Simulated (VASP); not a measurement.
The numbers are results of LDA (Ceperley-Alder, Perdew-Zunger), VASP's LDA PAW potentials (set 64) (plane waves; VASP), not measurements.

The input files of a VASP run:

File POSCAR:
```
Zr
1
    1.4727403007    -2.5508609099     0.0000000000
    1.4727403007     2.5508609099     0.0000000000
   -0.0000000000     0.0000000000     4.9622358186
Zr
2
Direct
  0.3333330000   0.6666670000   0.2500000000
  0.6666670000   0.3333330000   0.7500000000
```

File KPOINTS:
```
Automatic mesh
0
Gamma
14 14 8
0 0 0
```

INCAR:
```
! general
SYSTEM  = Zr
PREC    = Accurate
ENCUT   = 500
LREAL   = .FALSE.   ! projection in real space or not
LASPH   = .TRUE.   ! aspherical one-centre terms

! electronic loop
EDIFF   = 1E-6
NELM    = 100   ! most electronic steps
ALGO    = Normal
LMAXMIX = 4   ! l cut-off of mixed one-centre charges

! smearing
ISMEAR  = 1
SIGMA   = 0.1   ! width (eV)

! ions
IBRION  = 2   ! conjugate gradients
NSW     = 40   ! most ionic steps
ISIF    = 3
EDIFFG  = -0.02
PSTRESS = 200

! output
LWAVE   = .FALSE.
LCHARG  = .FALSE.
```

POTCAR, in this order: Zr_sv (LDA.64 set). Program: vasp_std.

The run wrote:

### OSZICAR
```
       N       E                     dE             d eps       ncg     rms          rms(c)
DAV:   1     0.216267198132E+03    0.21627E+03   -0.13738E+04  3848   0.149E+03
DAV:   2    -0.420957562373E+01   -0.22048E+03   -0.21842E+03  4744   0.423E+02
DAV:   3    -0.184596468374E+02   -0.14250E+02   -0.14135E+02  7272   0.799E+01
DAV:   4    -0.186932263605E+02   -0.23358E+00   -0.23352E+00  4104   0.114E+01
DAV:   5    -0.186991784921E+02   -0.59521E-02   -0.59521E-02  5856   0.126E+00    0.221E+01
DAV:   6    -0.182814014596E+02    0.41778E+00   -0.66702E-01  3992   0.767E+00    0.988E+00
DAV:   7    -0.182206262702E+02    0.60775E-01   -0.51212E-01  5632   0.568E+00    0.116E+00
DAV:   8    -0.182270979376E+02   -0.64717E-02   -0.53207E-02  4912   0.210E+00    0.160E-01
DAV:   9    -0.182269236833E+02    0.17425E-03   -0.11071E-03  4464   0.365E-01    0.610E-02
DAV:  10    -0.182268922667E+02    0.31417E-04   -0.53263E-05  5360   0.863E-02    0.158E-02
DAV:  11    -0.182268919523E+02    0.31442E-06   -0.62549E-06  4240   0.288E-02
   1 F= -.13572749E+02 E0= -.13572545E+02  d E =-.135727E+02
```

OUTCAR:
```
------------------------ aborting loop because EDIFF is reached ----------------------------------------
  FORCE on cell =-STRESS in cart. coord.  units (eV):
  Direction    XX          YY          ZZ          XY          YZ          ZX
  --------------------------------------------------------------------------------------
  Total        4.6528266      4.6528261      4.6781155      0.0000000      0.0000000      0.0000000
  in kB      199.9434133    199.9433949    201.0301400      0.0000000      0.0000000      0.0000000
  external PRESSURE =       0.3056494 kB  Pullay stress =     200.0000000 kB
  volume of cell :       37.28
      direct lattice vectors                 reciprocal lattice vectors
     1.472740301 -2.550860910  0.000000000     0.339503170 -0.196012255  0.000000000
     1.472740301  2.550860910  0.000000000     0.339503170  0.196012255  0.000000000
     0.000000000  0.000000000  4.962235819     0.000000000  0.000000000  0.201522063
 POSITION                                       TOTAL-FORCE (eV/Angst)
 -----------------------------------------------------------------------------------
      1.47274      0.85029      1.24056         0.000000      0.000000      0.000000
      1.47274     -0.85029      3.72168         0.000000      0.000000      0.000000
 -----------------------------------------------------------------------------------
    total drift:                                0.000081      0.001046     -0.000017
  FREE ENERGIE OF THE ION-ELECTRON SYSTEM (eV)
  ---------------------------------------------------
  free  energy   TOTEN  =       -18.2268919523 eV

  energy  without entropy=      -18.2262810421  energy(sigma->0) =      -18.22668832
  enthalpy is  TOTEN    =       -13.5727485773 eV   P V=        4.6541433750

 reached required accuracy - stopping structural energy minimisation
```
(Selected blocks of OUTCAR.)

**OUTCAR**
```
 val. band max:       11.4768559179   @ k =   0.2143   0.0714   0.2500

 cond. band min:      11.4920576597   @ k =   0.2143   0.0714   0.3750


 Fermi energy:        11.4801256415

 k-point     1 :       0.0000    0.0000    0.0000
  band No.  band energies     occupation
      1     -36.7558      2.00000
      2     -36.4428      2.00000
      3     -15.8204      2.00000
      4     -14.0948      2.00000
      5     -14.0948      2.00000
      6     -14.0080      2.00000
      7     -13.8914      2.00000
      8     -13.8914      2.00000
      9       5.6348      2.00000
     10       7.8896      2.00000
     11      11.9378     -0.00000
     12      12.4410     -0.00000
     13      12.4410     -0.00000
     14      13.2098     -0.00000
     15      13.2098     -0.00000
     16      13.3620     -0.00000

 k-point     2 :       0.0714   -0.0000    0.0000
  band No.  band energies     occupation
      1     -36.7400      2.00000
      2     -36.4336      2.00000
      3     -15.7896      2.00000
      4     -14.1810      2.00000
      5     -14.1200      2.00000
      6     -14.0162      2.00000
      7     -13.9789      2.00000
      8     -13.9037      2.00000
      9       5.8305      2.00000
     10       8.0811      2.00000
     11      11.7485     -0.00098
     12      12.5192     -0.00000
     13      12.6258     -0.00000
     14      12.9127     -0.00000
     15      13.0249     -0.00000
     16      13.3877     -0.00000

 k-point     3 :       0.1429    0.0000    0.0000
  band No.  band energies     occupation
      1     -36.6950      2.00000
      2     -36.4081      2.00000
      3     -15.7001      2.00000
      4     -14.4200      2.00000
      5     -14.2166      2.00000
      6     -14.1880      2.00000
      7     -14.0421      2.00000
      8     -13.9398      2.00000
      9       6.3731      2.00000
     10       8.5731      2.00000
     11      11.2680      2.01060
     12      11.9085     -0.00000
     13      12.4671     -0.00000
...
```

The compound is Zr in the hcp structure. It was relaxed first under an external pressure of 20 GPa.
